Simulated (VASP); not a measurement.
Wanted: the native input for a VASP 6.6.1 run.

```yaml
Task: electrostatic potential
Functional: PBE
Dispersion: D3(BJ)
Potentials_or_basis: VASP PAW PBE potentials, release 64 (Ti_sv)
Cutoff: 520 eV
k_mesh: 16 × 16 × 10
Occupations: methfessel-paxton, width 0.1 eV
Spin: no spin polarisation
Further_INCAR_settings: ALGO = Normal; EDIFF = 1e-07
```

The structure of Ti lies in POSCAR:

```
Ti                                      
1.0
    2.8844201138      0.0000000000      0.0000000000
   -1.4422100569      2.4979810928     -0.0000000000
    0.0000000000      0.0000000000      4.5646430425
  Ti            
     2
Direct
     0.3333333300000021    0.6666666699999979    0.2500000000000000
     0.6666666699999979    0.3333333300000021    0.7500000000000000
```

The cell was built by a generator and needn't be a form met in nature.

The input as run:

INCAR

```
SYSTEM = Ti
PREC = Accurate
ENCUT = 520
EDIFF = 1E-7
ISMEAR = 1
SIGMA = 0.1
LREAL = .False.
LASPH = .True.
NELM = 60
ALGO = Normal
ISIF = 2
LWAVE = .False.
LCHARG = .True.
GGA = PE
IVDW = 12
LVHAR = .True.
```

KPOINTS

```
Automatic mesh
0
Gamma
  16 16 10
  0 0 0
```

Potentials or basis: VASP PAW PBE potentials, release 64 (Ti_sv).

The run is started by

```console
$ cat potpaw_PBE.64/Ti_sv/POTCAR > POTCAR
$ mpirun -np 1 vasp_std > vasp.out
```

Results of the run:

| Quantity | Value |
| --- | --- |
| Pressure | 0.0 GPa |
| Band gap on the k mesh | none (metal or under the smearing width) |
| Dispersion energy per atom | -0.637 eV |

Caveat: pairwise dispersion overbinds metals, which lowers pressure and volume.

Wall time 40 s on 1 thread of Intel(R) Xeon(R) 6975P-C (Granite Rapids) (shared host), peak memory 0.22 GiB.
